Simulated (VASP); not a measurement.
# TaSn (P-6m2) in VASP: notebook

Runs on TaSn. Level: PBE. Tasks: relaxation of cell and atoms.

Everything below comes from runs of VASP 6.6.1. Logs are shortened: lines on timing, memory, paths and dates and some standing lists are left out, and cuts for length are marked.

**1. Starting point**

The structure is hexagonal, space group P-6m2 (No. 187). The conventional cell has a = 3.170 Å, b = 3.170 Å, c = 4.625 Å, α = 90.00°, β = 90.00°, γ = 120.00°. Ta (site symmetry -6m2) has 6 Sn at 2.95 Å and 6 Ta at 3.17 Å as nearest neighbours. Around Sn (site symmetry -6m2) lie 6 Ta at 2.95 Å and 6 Sn at 3.17 Å.

The cell was built by a generator and needn't be a form met in nature.

**2. Relaxation of cell and atoms, PBE**

The input, INCAR:

```
SYSTEM = TaSn
ALGO = Normal ; EDIFF = 1E-6
EDIFFG = -0.01 ; ENCUT = 520
GGA = PE ; IBRION = 2
ISIF = 3 ; ISMEAR = 0
KPAR = 4 ; LASPH = .TRUE.
LCHARG = .FALSE. ; LREAL = .FALSE.
LWAVE = .FALSE. ; NELM = 120
NSW = 90 ; PREC = Accurate
SIGMA = 0.1
```

The input, KPOINTS:

```
k-points
0
G
  16 16 10
  0 0 0
```

The input, POSCAR:

```
TaSn
1.0
    3.1698698700      0.0000000000      0.0000000000
   -1.5849349300      2.7451878300      0.0000000000
    0.0000000000      0.0000000000      4.6250000000
Ta Sn
1 1
Direct
    0.0000000000      0.0000000000      0.5000000000
    0.6666666700      0.3333333300      0.0000000000
```

Potentials or basis: VASP PAW PBE potentials, release 64 (Ta_pv, Sn_d).

Launch:

```console
$ cat potpaw_PBE.64/Ta_pv/POTCAR potpaw_PBE.64/Sn_d/POTCAR > POTCAR
$ mpirun -np 4 vasp_std > vasp.out
```

OUTCAR:

```text
SYSTEM = TaSn
   EDIFF = 1E-6
   EDIFFG = -0.01
   ENCUT = 520
   GGA = PE
   IBRION = 2
   ISIF = 3
   ISMEAR = 0
   LASPH = .TRUE.
   LREAL = .FALSE.
   NELM = 120
   NSW = 90
   PREC = Accurate

 ion  position               nearest neighbor table
   1  0.000  0.000  0.500-   2 2.95   2 2.95   2 2.95   2 2.95   2 2.95   2 2.95
   2  0.667  0.333  0.000-   1 2.95   1 2.95   1 2.95   1 2.95   1 2.95   1 2.95

  LATTYP: Found a hexagonal cell.
 ALAT       =     3.1698698700
 C/A-ratio  =     1.4590504310

  Lattice vectors:

 A1 = (   3.1698698700,   0.0000000000,   0.0000000000)
 A2 = (  -1.5849349300,   2.7451878300,   0.0000000000)
 A3 = (   0.0000000000,   0.0000000000,   4.6250000000)

Analysis of symmetry for initial positions (statically):
=====================================================================
 Subroutine PRICEL returns:
 Original cell was already a primitive cell.

 Routine SETGRP: Setting up the symmetry group for a
 hexagonal supercell.

 Subroutine GETGRP returns: Found 12 space group operations
 (whereof 12 operations were pure point group operations)
 out of a pool of 24 trial point group operations.

The static configuration has the point symmetry D_3h.

Analysis of symmetry for dynamics (positions and initial velocities):
=====================================================================
 Subroutine PRICEL returns:
 Original cell was already a primitive cell.

 Routine SETGRP: Setting up the symmetry group for a
 hexagonal supercell.

 Subroutine GETGRP returns: Found 12 space group operations
 (whereof 12 operations were pure point group operations)
 out of a pool of 24 trial point group operations.

The dynamic configuration has the point symmetry D_3h.

 Subroutine INISYM returns: Found 12 space group operations
 (whereof 12 operations are pure point group operations),
 and found     1 'primitive' translations

----------------------------------------------------------------------------------------

                                     Primitive cell

  volume of cell :      40.2462

  direct lattice vectors                    reciprocal lattice vectors
     3.169869870  0.000000000  0.000000000     0.315470363  0.182136899  0.000000000
    -1.584934930  2.745187830  0.000000000     0.000000000  0.364273799  0.000000000
     0.000000000  0.000000000  4.625000000     0.000000000  0.000000000  0.216216216

  length of vectors
     3.169869870  3.169869864  4.625000000     0.364273798  0.364273799  0.216216216

  position of ions in fractional coordinates (direct lattice)
     0.000000000  0.000000000  0.500000000
     0.666666670  0.333333330  0.000000000

  ion indices of the primitive-cell ions
   primitive index   ion index
                 1           1
                 2           2

----------------------------------------------------------------------------------------

 KPOINTS: k-points

Automatic generation of k-mesh.
 Grid dimensions read from file:
 generate k-points for:   16   16   10

 Generating k-lattice:

  Cartesian coordinates                     Fractional coordinates (reciprocal lattice)
     0.019716898  0.011383556  0.000000000     0.062500000  0.000000000  0.000000000
     0.000000000  0.022767112  0.000000000     0.000000000  0.062500000  0.000000000
     0.000000000  0.000000000  0.021621622     0.000000000  0.000000000  0.100000000

  Length of vectors
     0.022767112  0.022767112  0.021621622

  Shift w.r.t. Gamma in fractional coordinates (k-lattice)
     0.000000000  0.000000000  0.000000000

 Subroutine IBZKPT returns following result:
 ===========================================

 Found    180 irreducible k-points:

 Following reciprocal coordinates:
            Coordinates               Weight
  0.000000  0.000000  0.000000      1.000000
  0.062500 -0.000000  0.000000      6.000000
  0.125000 -0.000000  0.000000      6.000000
  0.187500 -0.000000  0.000000      6.000000
  0.250000 -0.000000  0.000000      6.000000
  0.312500 -0.000000  0.000000      6.000000
[... 16 lines left out ...]
  0.187500  0.187500  0.000000      6.000000
  0.250000  0.187500  0.000000     12.000000
 [... further k-points ...]
   k-points           NKPTS =    180   k-points in BZ     NKDIM =    180   number of bands    NBANDS=     16
   number of dos      NEDOS =    301   number of ions     NIONS =      2
   total plane-waves  NPLWV =  20736
   dimension x,y,z NGX =    24 NGY =   24 NGZ =   36
   dimension x,y,z NGXF=    48 NGYF=   48 NGZF=   72
   ions per type =               1   1
   NGX,Y,Z   is equivalent  to a cutoff of  12.59, 12.59, 12.94 a.u.
   NGXF,Y,Z  is equivalent  to a cutoff of  25.17, 25.17, 25.88 a.u.
 SYSTEM =  TaSn
   PREC   = accura    normal or accurate (medium, high low for compatibility)
   ISTART =      0    job   : 0-new  1-cont  2-samecut
   ICHARG =      2    charge: 1-file 2-atom 10-const
   ISPIN  =      1    spin polarized calculation?
   LNONCOLLINEAR =      F non collinear calculations
   LSORBIT =      F    spin-orbit coupling
   LASPH  =      T    aspherical Exc in radial PAW
   ENCUT  =  520.0 eV  38.22 Ry    6.18 a.u.   5.89  5.89  8.60*2*pi/ulx,y,z
   NELM   =    120;   NELMIN=  2; NELMDL= -5     # of ELM steps
   EDIFF  = 0.1E-05   stopping-criterion for ELM
   LREAL  =      F    real-space projection
   EDIFFG = -.1E-01   stopping-criterion for IOM
   NSW    =     90    number of steps for IOM
   IBRION =      2    ionic relax: 0-MD 1-quasi-New 2-CG
   NFREE  =      1    steps in history (QN), initial steepest desc. (CG)
   ISIF   =      3    stress and relaxation
   ISYM   =      2    0-nonsym 1-usesym 2-fastsym
   POTIM  = 0.5000    time-step for ionic-motion
   TEBEG  =    0.0;   TEEND  =   0.0 temperature during run
   PSTRESS=    0.0 pullay stress
   NELECT =      25.0000    total number of electrons
   NUPDOWN=      -1.0000    fix difference up-down
   EMIN   =  10.00;   EMAX   =-10.00  energy-range for DOS
   EFERMI =   0.00;   METHOD = LEGACY
   ISMEAR =     0;   SIGMA  =   0.10  broadening in eV -4-tet -1-fermi 0-gaus
   EFERMI_NEDOS =   21; number of points for ismear=-14 and -15
   IALGO  =     38    algorithm
   IMIX   =      4    mixing-type and parameters
     AMIX     =   0.40;   BMIX     =  1.00
     AMIX_MAG =   1.60;   BMIX_MAG =  1.00
  volume/ion in A,a.u.               =      20.12       135.80
  Fermi-wavevector in a.u.,A,eV,Ry     =   1.396839  2.639643 26.547141  1.951160
  Thomas-Fermi vector in A             =   2.520154
   LORBIT       =      0    0 simple, 1 ext, 2 COOP (PROOUT), +10 PAW based schemes
   GGA     = PE    functional components
   LHFCALC =     F    Hartree Fock is set to
   AEXX    =    0.0000 exact exchange contribution
   IVDW    =     0    specifies the selected vdW correction
   LEPSILON=     F    determine dielectric tensor
   LRPA    =     F    only Hartree local field effects (RPA)
 conjugate gradient relaxation of ions
 non-spin polarized calculation
 Gauss-broadening in eV      SIGMA  =   0.10
  energy-cutoff  :      520.00
  volume of cell :       40.25
 maximum number of plane-waves:      1098
 NGX is ok and might be reduce to    24
   NGX = 11   NGY = 11   NGZ = 17

--------------------------------------- Ionic step        1  -------------------------------------------

 number of electron      25.0000002 magnetization

 Free energy of the ion-electron system (eV)
  ---------------------------------------------------
  ext. energy  EPLUGINS =         0.00000000
  ---------------------------------------------------
  free energy    TOTEN  =       -15.28679280 eV

  energy without entropy =      -15.27840545  energy(sigma->0) =      -15.28259913

------------------------ aborting loop because EDIFF is reached ----------------------------------------

  FORCE on cell =-STRESS in cart. coord.  units (eV):
  Direction    XX          YY          ZZ          XY          YZ          ZX
  --------------------------------------------------------------------------------------
  -------------------------------------------------------------------------------------
  Total        0.1590302      0.1590302     -0.1550303      0.0000000      0.0000000      0.0000000
  in kB        6.3308944      6.3308944     -6.1716610      0.0000000      0.0000000      0.0000000
  external PRESSURE =       2.1633759 kB  Pullay stress =       0.0000000 kB

 VOLUME and BASIS-vectors are now :
 -----------------------------------------------------------------------------
  energy-cutoff  :      520.00
  volume of cell :       40.25
      direct lattice vectors                 reciprocal lattice vectors
     3.169869870  0.000000000  0.000000000     0.315470363  0.182136899  0.000000000
    -1.584934930  2.745187830  0.000000000     0.000000000  0.364273799  0.000000000
     0.000000000  0.000000000  4.625000000     0.000000000  0.000000000  0.216216216
[... 109 lines left out ...]
 POSITION                                       TOTAL-FORCE (eV/Angst)
 -----------------------------------------------------------------------------------
     -0.00000      0.00000      2.28799        -0.000000      0.000000      0.000000
      1.59263      0.91950     -0.00000         0.000000     -0.000000      0.000000
 -----------------------------------------------------------------------------------
    total drift:                               -0.000007      0.000004      0.000000

  FREE ENERGIE OF THE ION-ELECTRON SYSTEM (eV)
  ---------------------------------------------------
  free  energy   TOTEN  =       -15.2878206557 eV

  energy  without entropy=      -15.2801157883  energy(sigma->0) =      -15.28396822

--------------------------------------- Ionic step        5  -------------------------------------------

 number of electron      25.0000001 magnetization

 Free energy of the ion-electron system (eV)
  ---------------------------------------------------
  ext. energy  EPLUGINS =         0.00000000
  ---------------------------------------------------
  free energy    TOTEN  =       -15.28814195 eV

  energy without entropy =      -15.28027413  energy(sigma->0) =      -15.28420804

 E-fermi :   8.8089     XC(G=0): -11.9442

 val. band max:        8.8069872473   @ k =   0.3750  -0.0000   0.5000
 cond. band min:       8.8115807500   @ k =   0.4375   0.0625   0.5000
 fundamental gap:      0.0045935027
 Fermi energy:         8.8088613764

 k-point     1 :       0.0000    0.0000    0.0000
  band No.  band energies     occupation
      1     -26.1976      2.00000
      2     -25.7313      2.00000
      3     -25.7313      2.00000
      4     -12.9438      2.00000
      5     -12.9438      2.00000
      6     -12.8602      2.00000
[... 8 lines left out ...]
     15      10.8077      0.00000
     16      12.8484      0.00000
[... 419 lines left out ...]
 k-point    24 :       0.2500    0.1875    0.0000
  band No.  band energies     occupation
      1     -26.1470      2.00000
      2     -26.0466      2.00000
      3     -25.8659      2.00000
      4     -12.9501      2.00000
      5     -12.8223      2.00000
      6     -12.8123      2.00000
[... 8 lines left out ...]
     15      10.5759      0.00000
     16      13.2637      0.00000

 [... further k-points ...]
[... 5 lines left out ...]
  --------------------------------------------------------------------------------------
  -------------------------------------------------------------------------------------
  Total        0.0065125      0.0065125      0.0024992      0.0000000     -0.0000000     -0.0000000
  in kB        0.2586477      0.2586477      0.0992555      0.0000000     -0.0000000     -0.0000000
  external PRESSURE =       0.2055170 kB  Pullay stress =       0.0000000 kB

 VOLUME and BASIS-vectors are now :
 -----------------------------------------------------------------------------
  energy-cutoff  :      520.00
  volume of cell :       40.34
      direct lattice vectors                 reciprocal lattice vectors
     3.185194641  0.000000000 -0.000000000     0.313952556  0.181260593  0.000000000
    -1.592597315  2.758459470 -0.000000000    -0.000000000  0.362521186 -0.000000000
    -0.000000000  0.000000000  4.591417099    -0.000000000  0.000000000  0.217797682

 POSITION                                       TOTAL-FORCE (eV/Angst)
 -----------------------------------------------------------------------------------
     -0.00000      0.00000      2.29571        -0.000000     -0.000000      0.000000
      1.59260      0.91949     -0.00000         0.000000      0.000000     -0.000000
 -----------------------------------------------------------------------------------
    total drift:                               -0.000007      0.000004      0.000000

  FREE ENERGIE OF THE ION-ELECTRON SYSTEM (eV)
  ---------------------------------------------------
  free  energy   TOTEN  =       -15.2881419549 eV

  energy  without entropy=      -15.2802741291  energy(sigma->0) =      -15.28420804

 reached required accuracy - stopping structural energy minimisation
```

Wall time 47 s (4 MPI ranks of Intel Xeon Platinum 8488C (Sapphire Rapids), shared host); peak memory 0.24 GiB.

What came out:

* Free energy: -15.2881 eV
* Relaxed volume: 20.17 Å³/atom
* Relaxed cell: a = 3.185 Å, b = 3.185 Å, c = 4.591 Å, α = 90.00°, β = 90.00°, γ = 120.00°
* Space group after relaxing (to 0.05 Å): P-6m2 (No. 187)
* Energy gained by relaxing: 0.7 meV/atom
* Ionic steps: 5
* Pressure after relaxing: 0.0 GPa
* Band gap on the k mesh: none (metal or under the smearing width)

The path:
| step | energy change (eV) | largest force (eV/Å) | pressure (GPa) | volume (Å³) |
| --- | --- | --- | --- | --- |
| 1 | 0.0000 | 0.0000 | 0.22 | 40.25 |
| 2 | -0.0011 | 0.0000 | -0.28 | 40.40 |
| 3 | -0.0011 | 0.0000 | -0.41 | 40.44 |
| 4 | -0.0010 | 0.0000 | 0.48 | 40.21 |
| 5 | -0.0013 | 0.0000 | 0.02 | 40.34 |

Final structure:
```yaml
crystal:
  lattice:
    - [3.18519, 0.00000, 0.00000]
    - [-1.59260, 2.75846, 0.00000]
    - [0.00000, 0.00000, 4.59142]
  atoms:
    - { symbol: Ta, position: [0.00000, 0.00000, 0.50000] }
    - { symbol: Sn, position: [0.66667, 0.33333, 0.00000] }
```

The run has no spin-orbit coupling, so splittings on Ta are missing.

**3. Relaxation of cell and atoms, PBE**

This run uses another cell than the first one, of 20.17 Å³/atom, 1.002 times its volume.

The input, INCAR:

```
SYSTEM = TaSn
ALGO = Normal ; EDIFF = 1E-7
EDIFFG = -0.005 ; ENCUT = 520
GGA = PE ; IBRION = 2
ISIF = 3 ; ISMEAR = 0
KPAR = 4 ; LASPH = .TRUE.
LCHARG = .FALSE. ; LREAL = .FALSE.
LWAVE = .FALSE. ; NELM = 120
NSW = 60 ; POTIM = 0.3
PREC = Accurate ; SIGMA = 0.1
```

KPOINTS is that of step 2.

The input, POSCAR:

```
TaSn                                    
1.0
    3.1851946405      0.0000000000     -0.0000000000
   -1.5925973152      2.7584594705     -0.0000000000
   -0.0000000000      0.0000000000      4.5914170991
  Ta              Sn            
     1     1
Direct
     0.0000000000000000    0.0000000000000000    0.5000000000000000
     0.6666666699999979    0.3333333300000021    0.0000000000000000
```

Potentials or basis: VASP PAW PBE potentials, release 64 (Ta_pv, Sn_d).

Launch:

```console
$ cat potpaw_PBE.64/Ta_pv/POTCAR potpaw_PBE.64/Sn_d/POTCAR > POTCAR
$ mpirun -np 4 vasp_std > vasp.out
```

It took 15 s on 4 MPI ranks of Intel Xeon Platinum 8488C (Sapphire Rapids), shared host; peak memory 0.25 GiB.

It converged, with:

| Quantity | Value |
| --- | --- |
| Free energy | -15.2882 eV |
| Pressure after relaxing | 0.0 GPa |
| Band gap on the k mesh | none (metal or under the smearing width) |

Final structure:
```xyz
2
Lattice="3.1852 0.0000 0.0000 -1.5926 2.7585 0.0000 0.0000 0.0000 4.5914" Properties=species:S:1:pos:R:3 pbc="T T T"
Ta    0.0000    0.0000    2.2957
Sn    1.5926    0.9195    0.0000
```

Levels at points of the mesh, in eV from the Fermi level:
| k point | band 8 | band 9 | band 10 | band 11 | band 12 | band 13 | band 14 | band 15 | band 16 |
| --- | --- | --- | --- | --- | --- | --- | --- | --- | --- |
| (0.00, 0.00, 0.00) | -21.54 | -11.84 | -3.95 | -2.88 | 0.03 | 0.03 | 2.00 | 2.00 | 4.04 |
| (0.50, 0.00, 0.00) | -21.48 | -7.18 | -5.74 | -3.44 | -2.36 | 1.23 | 3.25 | 3.56 | 4.02 |
| (0.00, 0.00, 0.50) | -21.54 | -10.62 | -7.51 | -1.54 | 0.28 | 0.28 | 1.64 | 1.64 | 7.78 |
| (0.50, 0.00, 0.50) | -21.48 | -7.22 | -4.81 | -3.95 | -1.10 | -0.23 | -0.04 | 2.62 | 4.24 |

Caveat: the relaxation stopped at its first step, so nothing moved. The run has no spin-orbit coupling, so splittings on Ta are missing.
